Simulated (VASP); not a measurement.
All values below come from r2SCAN meta-GGA, VASP's PBE PAW potentials (set 64) (plane waves; VASP).

A VASP calculation is set up with these files.

### INCAR
```
ALGO  =  Normal
EDIFF  =  1E-6
EDIFFG  =  -0.01
ENCUT  =  400
IBRION  =  2
ISIF  =  3
ISMEAR  =  1
LASPH  =  T
LCHARG  =  F
LMAXMIX  =  4
LMIXTAU  =  T
LREAL  =  F
LWAVE  =  F
METAGGA  =  R2SCAN
NELM  =  100
NSW  =  60
PREC  =  Accurate
SIGMA  =  0.1
SYSTEM  =  Te
```

**POSCAR**
```
Te
1
    2.3126859699     1.3352296348     3.4765511619
   -2.3126859699     1.3352296348     3.4765511619
    0.0000000000    -2.6704602797     3.4765511236
Te
2
Direct
  0.2498466382   0.2498466382   0.2498466387
  0.7501533618   0.7501533618   0.7501533613
```

**KPOINTS**
```
Automatic mesh
0
Gamma
9 9 9
0 0 0
```

POTCAR, in this order: Te (PBE.64 set). Program: vasp_std.

Unless said otherwise, spin-orbit coupling is left out, though it shifts the bands of the heavy elements here.

**Question.** Predict the energy per atom (σ→0), volume per atom, band gap (on the k-mesh).

**Answer.** 
```json
{
  "energy per atom (σ→0)": "-25.326 eV/atom",
  "band gap (on the k-mesh)": "none (metal, semimetal or under 0.01 eV)",
  "volume_per_atom": "32.34 Å^3/atom"
}
```

OSZICAR:
```
...
DAV:   2    -0.506518257030E+02    0.10684E-06   -0.12274E-06  1190   0.900E-03
  14 F= -.50651826E+02 E0= -.50651619E+02  d E =-.104772E-03
       N       E                     dE             d eps       ncg     rms          rms(c)
DAV:   1    -0.506518585694E+02   -0.32760E-04   -0.16084E-03  1834   0.247E-01    0.221E-02
DAV:   2    -0.506518644946E+02   -0.59253E-05   -0.65438E-05  1790   0.602E-02    0.146E-02
DAV:   3    -0.506518608774E+02    0.36172E-05   -0.59157E-06  1774   0.160E-02    0.963E-03
DAV:   4    -0.506518600855E+02    0.79198E-06   -0.88904E-07   902   0.659E-03
  15 F= -.50651860E+02 E0= -.50651659E+02  d E =-.343825E-04
```

The structure was generated: Te was put into the A7 type (R-3m), which need not be its known phase. This run relaxes it. Symmetry was kept, so distortions that lower it aren't found. The start is the result of an earlier pass.
